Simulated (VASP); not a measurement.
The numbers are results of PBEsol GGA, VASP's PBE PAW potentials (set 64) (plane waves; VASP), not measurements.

VASP ran on this input.

File KPOINTS:
```
k-points along high-symmetry lines
15
Line-mode
Reciprocal
  0.000000   0.000000   0.000000 ! GAMMA
  0.500000   0.000000   0.500000 ! X

  0.500000   0.000000   0.500000 ! X
  0.625000   0.250000   0.625000 ! U

  0.375000   0.375000   0.750000 ! K
  0.000000   0.000000   0.000000 ! GAMMA

  0.000000   0.000000   0.000000 ! GAMMA
  0.500000   0.500000   0.500000 ! L

  0.500000   0.500000   0.500000 ! L
  0.500000   0.250000   0.750000 ! W

  0.500000   0.250000   0.750000 ! W
  0.500000   0.000000   0.500000 ! X
```

### INCAR
```
ALGO = Normal
EDIFF = 1E-7
ENCUT = 400
GGA = PS
ICHARG = 11
ISMEAR = 0
LASPH = .TRUE.
LCHARG = .FALSE.
LMAXMIX = 4
LORBIT = 11
LREAL = .FALSE.
LWAVE = .FALSE.
NELM = 100
PREC = Accurate
SIGMA = 0.05
SYSTEM = SrCl2
```

File POSCAR:
```
SrCl2
1
    0.0000000000     3.4601064369     3.4601064369
    3.4601064369     0.0000000000     3.4601064369
    3.4601064369     3.4601064369     0.0000000000
Sr Cl
1 2
Direct
  0.0000000000   0.0000000000   0.0000000000
  0.2500000000   0.2500000000   0.2500000000
  0.7500000000   0.7500000000   0.7500000000
```

POTCAR, in this order: Sr_sv Cl (PBE.64 set). Program: vasp_std. Read from the step before: CHGCAR.

What will the output report for the number of irreducible k-points (NKPTS), number of bands (NBANDS), largest plane-wave count, number of space-group operations, FFT grid (NGX, NGY, NGZ)?

```yaml
number of irreducible k-points (NKPTS): 90
number of bands (NBANDS): 16
largest_plane_wave_count: 1540
number_of_space_group_operations: 48
FFT grid (NGX, NGY, NGZ): 32 × 32 × 32
```

The compound is SrCl2 in the fluorite structure. It was relaxed first.
